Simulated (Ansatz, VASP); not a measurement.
# YGaF4: VASP beside Ansatz

```
Y Ga F
1.0
     3.88756    0.00000    0.00000
    -1.94378    3.36672    0.00000
     0.00000    0.00000    6.28424
Y Ga F
1 1 4
Direct
  0.00000 0.00000 0.50000
  0.00000 0.00000 0.00000
  0.33333 0.66667 0.30458
  0.33333 0.66667 0.69542
  0.66667 0.33333 0.30458
  0.66667 0.33333 0.69542
```

Alike in both runs: functional PBE; k mesh 12 × 12 × 4; occupations gaussian, width 0.02 eV; no spin polarisation.

Ansatz relaxed the structure, and its values are those at the end. VASP's run is a single point on that final structure, the one shown.

```csv
,VASP,Ansatz
version,VASP 6.6.1,Ansatz 0.2.0
potentials or method,"VASP PAW PBE potentials, release 64 (Y_sv, Ga_d, F)","scalar-relativistic, plane waves, PAW"
plane-wave cutoff (eV),520,420
valence electrons in the cell,52,52
```

```tsv
	VASP	Ansatz	Ansatz less VASP
gap on the k mesh at the Fermi level (eV)	2.32	2.33	+0.010
least direct gap on the mesh (eV)	2.52	2.53	+0.009
pressure (GPa)	-0.2	0.0	+0.20
```

The functional is the same, so the differences come from potentials, cutoffs and numerics.

A k mesh can miss the band edges. PBE gaps usually lie below the measured ones, often by a third to a half.
